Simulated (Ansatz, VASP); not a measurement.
## Si2W: VASP beside Ansatz

Wanted: the spread between two codes on one cell, functional and k mesh. The cell is taken from a series of runs on this material, whose earlier steps may have relaxed, scaled, displaced or heated it; both programs get it as it stands.

Method: plane waves, with VASP 6.6.1 beside it; zone-centre phonons at PBEsol, in Ansatz 0.2.0.

## (1) The structure

It takes space group I4/mmm (No. 139, tetragonal). Conventional cell: a = 3.197 Å, b = 3.197 Å, c = 7.894 Å, α = 90.00°, β = 90.00°, γ = 90.00°. Si has 5 Si at 2.61 to 2.63 Å and 5 W at 2.61 to 2.64 Å nearest. W has 10 Si at 2.61 to 2.64 Å nearest. Farther neighbours are not listed.

Structure file:

```xyz
3
Lattice="-1.5987 1.5987 3.9470 1.5987 -1.5987 3.9470 1.5987 1.5987 -3.9470" Properties=species:S:1:pos:R:3 pbc="T T T"
Si    0.0000    0.0000    2.6422
Si    0.0000    0.0000    5.2519
W     0.0000    0.0000    0.0000
```

## (2) VASP: zone-centre phonons, PBEsol

Second derivatives magnify differences that forces hide, and they need a tight electronic threshold.

Lines of VASP's logs that name or quote its potential files are left out, and so is its time.

Contents of INCAR:

```
SYSTEM = Si2W
PREC = Accurate
ENCUT = 600
EDIFF = 1E-08
NELM = 120
ISMEAR = 1
SIGMA = 0.2
LREAL = .FALSE.
ALGO = Normal
GGA = PS
NBANDS = 13
LASPH = .TRUE.
LORBIT = 11
LWAVE = .FALSE.
LCHARG = .FALSE.
ISIF = 2
IBRION = 8
GGA_COMPAT = .FALSE.
KPAR = 2
```

Contents of POSCAR:

```
Si2W
1.0
   -1.5986818706      1.5986818706      3.9470379192
    1.5986818706     -1.5986818706      3.9470379192
    1.5986818706      1.5986818706     -3.9470379192
Si W
2 1
Direct
    0.3347041577      0.3347041577      0.0000000000
    0.6652958423      0.6652958423      0.0000000000
    0.0000000000      0.0000000000      0.0000000000
```

Contents of KPOINTS:

```
Automatic mesh
0
Gamma
20 20 20
0 0 0
```

Potentials, in the order of the species: Si and W (PBE family, release 64).

Command:

```
$ mpirun -np 2 vasp_std
```

Numbers of over 12 decimals in the logs are rounded to 6 here.

What it wrote:

```text
[banner, memory and clock lines left out]
running    2 mpi-ranks, on    1 nodes
 distrk:  each k-point on    1 cores,    2 groups
 distr:  one band on    1 cores,    1 groups

 POSCAR found type information on POSCAR SiW
 POSCAR found :  2 types and       3 ions
|                                                                             |
|               ----> ADVICE to this user running VASP <----                  |
|                                                                             |
|     You enforced a specific xc type in the INCAR file but a different       |
|     [... a line on the potential file left out ...]
|     I HOPE YOU KNOW WHAT YOU ARE DOING!                                     |
|                                                                             |

 LDA part: xc-table for (Slater+PW92), standard interpolation
 POSCAR, INCAR and KPOINTS ok, starting setup
 FFT: planning ... GRIDC
 FFT: planning ... GRID_SOFT
 FFT: planning ... GRID
 WAVECAR not read
 entering main loop
       N       E                     dE             d eps       ncg     rms          rms(c)
DAV:   1     0.328729697408E+02    0.32873E+02   -0.65806E+03 16666   0.105E+03
DAV:   2    -0.247856764208E+02   -0.57659E+02   -0.52621E+02 20251   0.202E+02
DAV:   3    -0.275682081315E+02   -0.27825E+01   -0.26842E+01 22939   0.352E+01
DAV:   4    -0.276093245779E+02   -0.41116E-01   -0.41024E-01 19951   0.488E+00
DAV:   5    -0.276099636844E+02   -0.63911E-03   -0.63892E-03 23875   0.525E-01    0.263E+01
DAV:   6    -0.268660996863E+02    0.74386E+00   -0.21331E+00 24859   0.924E+00    0.110E+01
DAV:   7    -0.267437099588E+02    0.12239E+00   -0.22664E-01 18938   0.316E+00    0.553E+00
DAV:   8    -0.267181537731E+02    0.25556E-01   -0.43607E-02 21824   0.151E+00    0.507E-01
DAV:   9    -0.267178028907E+02    0.35088E-03   -0.22997E-03 20029   0.329E-01    0.282E-01
DAV:  10    -0.267177626067E+02    0.40284E-04   -0.38445E-04 21218   0.126E-01    0.617E-02
DAV:  11    -0.267177442317E+02    0.18375E-04   -0.59168E-05 21004   0.538E-02    0.223E-02
DAV:  12    -0.267177445268E+02   -0.29503E-06   -0.19179E-06 20753   0.108E-02    0.988E-03
DAV:  13    -0.267177442380E+02    0.28875E-06   -0.13044E-07 21301   0.260E-03    0.170E-03
DAV:  14    -0.267177442144E+02    0.23602E-07   -0.59610E-09 13549   0.545E-04    0.262E-04
DAV:  15    -0.267177442174E+02   -0.30252E-08   -0.71324E-10 10748   0.260E-04
   1 F= -.26717744E+02 E0= -.26718115E+02  d E =0.111147E-02
 Linear response reoptimize wavefunctions to high precision
DAV:   1    -0.267177442246E+02   -0.71366E-08   -0.14374E-10 12999   0.928E-05
DAV:   2    -0.267177442246E+02    0.27285E-11   -0.19375E-11 10228   0.430E-05
 Linear response DOF=           4
 Linear response progress:
  Degree of freedom:   1/  4
       N       E                     dE             d eps       ncg     rms          rms(c)
RMM:   1    -0.178027152667E-01   -0.17803E-01    0.14637E-02135989   0.882E-01
RMM:   2    -0.164413517120E-01    0.13614E-02   -0.63507E-04 88347   0.212E-01    0.916E-02
RMM:   3    -0.165146477475E-01   -0.73296E-04   -0.13574E-04 89191   0.595E-02    0.501E-02
RMM:   4    -0.166670500455E-01   -0.15240E-03   -0.87720E-05 88622   0.448E-02    0.114E-02
RMM:   5    -0.166502186403E-01    0.16831E-04   -0.13179E-06 92813   0.900E-03    0.114E-03
RMM:   6    -0.166553389892E-01   -0.51203E-05   -0.23535E-07 93567   0.162E-03    0.671E-04
RMM:   7    -0.166547829424E-01    0.55605E-06    0.17056E-08 95051   0.382E-04    0.597E-05
RMM:   8    -0.166552155511E-01   -0.43261E-06   -0.93792E-09 96204   0.122E-04    0.165E-05
RMM:   9    -0.166551805873E-01    0.34964E-07    0.17152E-09 99135   0.328E-05    0.279E-06
RMM:  10    -0.166551883887E-01   -0.78014E-08   -0.29588E-09 99452   0.138E-05    0.114E-06
 first order change of Fermi-energy   0.18537E-04
 force on displaced ion       1 direction 1 :  -8.750  -0.000   0.000
 Linear response progress:
  Degree of freedom:   2/  4
       N       E                     dE             d eps       ncg     rms          rms(c)
RMM:   1    -0.251475326962E-01   -0.25148E-01    0.38336E-02 41897   0.109E+00
RMM:   2    -0.225441500963E-01    0.26034E-02   -0.11555E-03 26754   0.277E-01    0.147E-01
RMM:   3    -0.225264780776E-01    0.17672E-04   -0.49477E-04 26759   0.107E-01    0.103E-01
RMM:   4    -0.225991473695E-01   -0.72669E-04   -0.54883E-05 27899   0.363E-02    0.451E-02
RMM:   5    -0.226436570767E-01   -0.44510E-04   -0.55627E-06 27734   0.113E-02    0.134E-02
RMM:   6    -0.226456610034E-01   -0.20039E-05   -0.45742E-07 28201   0.349E-03    0.196E-03
RMM:   7    -0.226435734011E-01    0.20876E-05   -0.51832E-08 28831   0.125E-03    0.595E-04
RMM:   8    -0.226434977835E-01    0.75618E-07    0.15236E-09 29542   0.229E-04    0.136E-04
RMM:   9    -0.226437455773E-01   -0.24779E-06   -0.75496E-10 29454   0.624E-05    0.152E-05
RMM:  10    -0.226437334625E-01    0.12115E-07    0.17473E-09 30620   0.191E-05    0.484E-06
RMM:  11    -0.226437332269E-01    0.23562E-09    0.22099E-09 29578   0.124E-05    0.764E-07
 first order change of Fermi-energy  -0.41739E+00
 force on displaced ion       1 direction 3 :  -0.000  -0.000 -13.324
 Linear response progress:
  Degree of freedom:   3/  4
       N       E                     dE             d eps       ncg     rms          rms(c)
RMM:   1    -0.120783601149E+00   -0.12078E+00   -0.10329E-01 58997   0.179E+00
RMM:   2    -0.119790842345E+00    0.99276E-03   -0.13235E-03 47257   0.259E-01    0.156E-01
RMM:   3    -0.119409306467E+00    0.38154E-03   -0.20471E-04 48441   0.807E-02    0.882E-02
RMM:   4    -0.119504105624E+00   -0.94799E-04   -0.26220E-04 47721   0.943E-02    0.120E-02
RMM:   5    -0.119494807454E+00    0.92982E-05   -0.67266E-06 51816   0.168E-02    0.344E-03
RMM:   6    -0.119500437618E+00   -0.56302E-05   -0.14043E-07 50792   0.221E-03    0.796E-04
RMM:   7    -0.119500270237E+00    0.16738E-06   -0.11749E-08 52756   0.572E-04    0.126E-04
RMM:   8    -0.119500171616E+00    0.98621E-07   -0.43419E-09 52833   0.126E-04    0.444E-05
RMM:   9    -0.119499922875E+00    0.24874E-06   -0.45238E-09 54611   0.532E-05    0.607E-06
RMM:  10    -0.119499879667E+00    0.43208E-07   -0.50298E-09 55281   0.284E-05    0.240E-06
RMM:  11    -0.119499895562E+00   -0.15895E-07   -0.49942E-09 52405   0.218E-05    0.291E-07
RMM:  12    -0.119499897985E+00   -0.24235E-08   -0.40894E-09 39903   0.189E-05    0.948E-08
 first order change of Fermi-energy  -0.87064E-03
 force on displaced ion       3 direction 1 : -10.979   0.000  -0.000
 Linear response progress:
  Degree of freedom:   4/  4
       N       E                     dE             d eps       ncg     rms          rms(c)
RMM:   1    -0.137689626751E+00   -0.13769E+00   -0.12706E-01 32572   0.185E+00
RMM:   2    -0.133037904739E+00    0.46517E-02   -0.22202E-03 25803   0.320E-01    0.179E-01
RMM:   3    -0.132394636959E+00    0.64327E-03   -0.75549E-04 26831   0.130E-01    0.953E-02
RMM:   4    -0.132413473944E+00   -0.18837E-04   -0.27203E-04 26747   0.901E-02    0.283E-02
RMM:   5    -0.132466961913E+00   -0.53488E-04   -0.42647E-05 26597   0.384E-02    0.667E-03
RMM:   6    -0.132476393570E+00   -0.94317E-05   -0.79937E-07 29155   0.529E-03    0.171E-03
RMM:   7    -0.132469614720E+00    0.67788E-05   -0.13483E-07 27658   0.173E-03    0.217E-04
RMM:   8    -0.132470053109E+00   -0.43839E-06   -0.39687E-09 29255   0.291E-04    0.111E-04
RMM:   9    -0.132470155862E+00   -0.10275E-06   -0.15046E-09 29687   0.781E-05    0.507E-05
RMM:  10    -0.132470130375E+00    0.25487E-07   -0.27235E-09 29950   0.398E-05    0.494E-06
RMM:  11    -0.132470143587E+00   -0.13212E-07   -0.68137E-09 30770   0.212E-05    0.147E-06
RMM:  12    -0.132470144775E+00   -0.11885E-08   -0.30846E-09 23904   0.167E-05    0.352E-07
 first order change of Fermi-energy   0.52042E-03
 force on displaced ion       3 direction 3 :   0.000   0.000 -13.846
 Linear response finished
```

From OUTCAR (step 2):

```text
ion  position               nearest neighbor table
   1  0.335  0.335  0.000-   2 2.61   3 2.61   3 2.61   3 2.61   3 2.61   2 2.63   2 2.63   2 2.63
                             2 2.63   3 2.64
   2  0.665  0.665  0.000-   1 2.61   3 2.61   3 2.61   3 2.61   3 2.61   1 2.63   1 2.63   1 2.63
                             1 2.63   3 2.64
   3  0.000  0.000  0.000-   2 2.61   2 2.61   2 2.61   1 2.61   2 2.61   1 2.61   1 2.61   1 2.61
                             1 2.64   2 2.64

  LATTYP: Found a body centered tetragonal cell.
 ALAT       =     3.1973637412
 C/A-ratio  =     2.4689326825

 Subroutine GETGRP returns: Found 16 space group operations
 (whereof 16 operations were pure point group operations)

The static configuration has the point symmetry D_4h.

 Found    641 irreducible k-points:

   k-points           NKPTS =    641   k-points in BZ     NKDIM =    641   number of bands    NBANDS=     13

   dimension x,y,z NGX =    36 NGY =   36 NGZ =   36
   dimension x,y,z NGXF=    72 NGYF=   72 NGZF=   72

   ENCUT  =  600.0 eV  44.10 Ry    6.64 a.u.   9.08  9.08  9.08*2*pi/ulx,y,z

   NELECT =      14.0000    total number of electrons

 k-points in reciprocal lattice and weights: Automatic mesh
   0.00000000  0.00000000  0.00000000       0.000
   0.05000000 -0.00000000  0.00000000       0.001
   0.10000000  0.00000000  0.00000000       0.001
   0.15000000  0.00000000 -0.00000000       0.001
   0.20000000  0.00000000  0.00000000       0.001
   0.25000000  0.00000000  0.00000000       0.001
   0.30000000  0.00000000 -0.00000000       0.001
   0.35000000  0.00000000  0.00000000       0.001
   0.40000000  0.00000000  0.00000000       0.001
[...]
-0.45000000 -0.45000000  0.45000000       0.000
   0.50000000  0.50000000  0.50000000       0.000

 average (electrostatic) potential at core
       1 -79.0629       2 -79.0629       3 -34.6191

  Total       -0.0754202     -0.0754202     -1.3583927      0.0000000      0.0000000      0.0000000
  in kB       -2.9946292     -2.9946292    -53.9362226      0.0000000      0.0000000      0.0000000
  external PRESSURE =     -19.9751603 kB  Pullay stress =       0.0000000 kB

  energy-cutoff  :      600.00
  volume of cell :       40.35
      direct lattice vectors                 reciprocal lattice vectors
    -1.598681871  1.598681871  3.947037919     0.000000000  0.312757659  0.126677273
     1.598681871 -1.598681871  3.947037919     0.312757659  0.000000000  0.126677273
     1.598681871  1.598681871 -3.947037919     0.312757659  0.312757659  0.000000000

 POSITION                                       TOTAL-FORCE (eV/Angst)
 -----------------------------------------------------------------------------------
      0.00000      0.00000      2.64218        -0.000000     -0.000000      0.005133
      0.00000      0.00000      5.25190         0.000000      0.000000     -0.005133
      0.00000      0.00000      0.00000        -0.000000     -0.000000     -0.000000
 -----------------------------------------------------------------------------------
    total drift:                                0.000000      0.000000     -0.000000

 Eigenvectors and eigenvalues of the dynamical matrix
 ----------------------------------------------------

   1 f  =   13.102019 THz    82.322416 2PiTHz  437.036324 cm-1    54.185574 meV
             X         Y         Z           dx          dy          dz
      0.000000  0.000000  2.642180     0.000000   -0.000000   -0.707107
      0.000000  0.000000  5.251896     0.000000    0.000000    0.707107
      0.000000  0.000000  0.000000    -0.000000   -0.000000    0.000000

   2 f  =   10.224071 THz    64.239735 2PiTHz  341.038314 cm-1    42.283343 meV
             X         Y         Z           dx          dy          dz
      0.000000  0.000000  2.642180    -0.246874    0.662611   -0.000000
      0.000000  0.000000  5.251896     0.246874   -0.662611    0.000000
      0.000000  0.000000  0.000000    -0.000000   -0.000000    0.000000

   3 f  =   10.224071 THz    64.239735 2PiTHz  341.038314 cm-1    42.283343 meV
             X         Y         Z           dx          dy          dz
      0.000000  0.000000  2.642180     0.662611    0.246874   -0.000000
      0.000000  0.000000  5.251896    -0.662611   -0.246874    0.000000
      0.000000  0.000000  0.000000    -0.000000   -0.000000    0.000000

   4 f  =    8.868145 THz    55.720198 2PiTHz  295.809473 cm-1    36.675684 meV
             X         Y         Z           dx          dy          dz
      0.000000  0.000000  2.642180     0.000000    0.000000   -0.618852
      0.000000  0.000000  5.251896     0.000000    0.000000   -0.618852
      0.000000  0.000000  0.000000     0.000000    0.000000    0.483780

   5 f  =    7.896634 THz    49.616016 2PiTHz  263.403365 cm-1    32.657840 meV
             X         Y         Z           dx          dy          dz
      0.000000  0.000000  2.642180     0.538093   -0.305665    0.000000
      0.000000  0.000000  5.251896     0.538093   -0.305665   -0.000000
      0.000000  0.000000  0.000000    -0.420656    0.238955    0.000000

   6 f  =    7.896634 THz    49.616016 2PiTHz  263.403365 cm-1    32.657840 meV
             X         Y         Z           dx          dy          dz
      0.000000  0.000000  2.642180     0.305665    0.538093    0.000000
      0.000000  0.000000  5.251896     0.305665    0.538093    0.000000
      0.000000  0.000000  0.000000    -0.238955   -0.420656    0.000000

   7 f/i=    0.000223 THz     0.001401 2PiTHz    0.007437 cm-1     0.000922 meV
             X         Y         Z           dx          dy          dz
      0.000000  0.000000  2.642180    -0.000000   -0.000000    0.342084
      0.000000  0.000000  5.251896    -0.000000   -0.000000    0.342084
      0.000000  0.000000  0.000000    -0.000000   -0.000000    0.875189

   8 f/i=    0.000268 THz     0.001682 2PiTHz    0.008929 cm-1     0.001107 meV
             X         Y         Z           dx          dy          dz
      0.000000  0.000000  2.642180     0.274731    0.203835    0.000000
      0.000000  0.000000  5.251896     0.274731    0.203835    0.000000
      0.000000  0.000000  0.000000     0.702857    0.521480    0.000000

   9 f/i=    0.000268 THz     0.001682 2PiTHz    0.008929 cm-1     0.001107 meV
             X         Y         Z           dx          dy          dz
      0.000000  0.000000  2.642180     0.203835   -0.274731   -0.000000
      0.000000  0.000000  5.251896     0.203835   -0.274731   -0.000000
      0.000000  0.000000  0.000000     0.521480   -0.702857   -0.000000

 ELASTIC MODULI CONTR FROM IONIC RELAXATION (kBar)
 Direction    XX          YY          ZZ          XY          YZ          ZX
 --------------------------------------------------------------------------------
 XX         -26.8057    -26.8057    -41.1824      0.0000     -0.0000     -0.0000
 YY         -26.8057    -26.8057    -41.1824      0.0000     -0.0000     -0.0000
 ZZ         -41.1824    -41.1824    -63.2699      0.0000     -0.0000     -0.0000
 XY           0.0000      0.0000      0.0000      0.0000      0.0000      0.0000
 YZ          -0.0000     -0.0000     -0.0000      0.0000    -28.3641      0.0000
 ZX          -0.0000     -0.0000     -0.0000      0.0000      0.0000    -10.1707
 --------------------------------------------------------------------------------
```

(Part 1 of 2 ends here.)

[Lines on the potential files, build, host, timing and source positions are cut from VASP's logs without a mark.]

[Logs are printed without paths, hosts, clocks, repeated set-up lines and the standing remarks that a program may print on its own settings, such as how far it seeks lower states.]

[Hosts, paths, dates, database ids (printed as entryN), source tags and the programs' standing remarks are cut or masked in the printed files.]
